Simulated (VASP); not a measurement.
Bulk modulus of bcc metals: LDA against PBE

VASP (plane waves, PAW); cells keep the symmetry of their structure type. Static lattice, from a third-order Birch-Murnaghan fit over five volumes at each level.

Here x stands for PBE B0 and y for LDA B0.

| solid | PBE B0 (GPa) | LDA B0 (GPa) | cut-off (eV) |
|---|---|---|---|
| Cs | 2.0 | 2.4 | 520 |
| K | 3.6 | 4.5 | 520 |
| Na | 7.8 | 9.2 | 520 |
| Ba | 8.6 | ? | 520 |
| Li | 13.8 | 15.0 | 520 |
| Nb | 173.4 | 198.8 | 520 |
| Ta | 194.6 | 212.8 | 520 |
| Mo | 261.2 | 291.2 | 520 |
| W | 301.9 | 339.2 | 520 |

### Question
Using a straight line, estimate the missing y at x = 8.6 from the other rows, showing the fit.

### Answer
With u = x - 120, the rows have u = -118.00, -116.40, -112.20, -106.20, 53.40, 74.60, 141.20, 181.90. Means: u -0.21250, y 134.14. About the means, the sum of products is 126100 and the sum of squares of u is 112780; the slope is their ratio. Least squares gives y = 134.38 + 1.11813·u. Residuals (row less fit): -0.04, 0.27, 0.27, -0.63, 4.71, -4.99, -1.06, 1.43; standard error 2.91 (degrees of freedom: 6). The slope is 1.12 with a standard error of 0.0087. At the withheld row, u = -111.40, so y = 134.38 + 1.11813 × (-111.40) = 9.82 GPa. The calculation gives 10.8 GPa, 0.98 GPa above the prediction (0.3 % of the range of y in the table). The row lies between fitted rows. From the scatter of the fitted rows alone, a prediction at this place has a standard error of 3.23 GPa, so the miss is 0.3 times that.

The rows are a random draw from the solids of this series computed here; series whose standard error about the line passes 12 to 30 % of the range of y, or with no trend, aren't shown in this form.
